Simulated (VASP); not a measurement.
Input of a VASP 6.6.1 run:

File INCAR:

```
ALGO = Normal ; EDIFF = 1E-7
EDIFFG = -0.005 ; ENCUT = 300
GGA = PE ; IBRION = 2
ISIF = 3 ; ISMEAR = 1
LASPH = T ; LCHARG = F
LREAL = F ; LWAVE = F
NELM = 80 ; NSW = 90
PREC = Accurate ; SIGMA = 0.1
```

KPOINTS

```
k-points
0
Gamma
  6 6 4
```

The input POSCAR:

```
Lu                                      
1.0
    3.5123867096      0.0000000000     -0.0000000000
   -1.7561933548      3.0418161184     -0.0000000000
    0.0000000000      0.0000000000      5.4193540508
  Lu            
     2
Direct
     0.3333333332999970    0.6666666667000030    0.2500000000000000
     0.6666666667000030    0.3333333332999970    0.7500000000000000
```

Potentials or basis: VASP PAW PBE potentials, release 64 (Lu).

Command:

```sh
$ cat potpaw_PBE.64/Lu/POTCAR > POTCAR
$ mpirun -np 1 vasp_std > vasp.out
```

Problem. What does it give for the space group after relaxing (to 0.05 Å)?

Solution. P6_3/mmc (No. 194).

Problem. Predict the band gap on the k mesh.

Solution. None (metal or under the smearing width).

Final structure:
```
Lu
1.0
     3.51232    0.00000    0.00000
    -1.75616    3.04176    0.00000
     0.00000    0.00000    5.41649
Lu
2
Cartesian
  0.0000 2.0278 1.3541
  1.7562 1.0139 4.0624
```

 Spin-orbit coupling is left out, which matters for the levels of Lu.
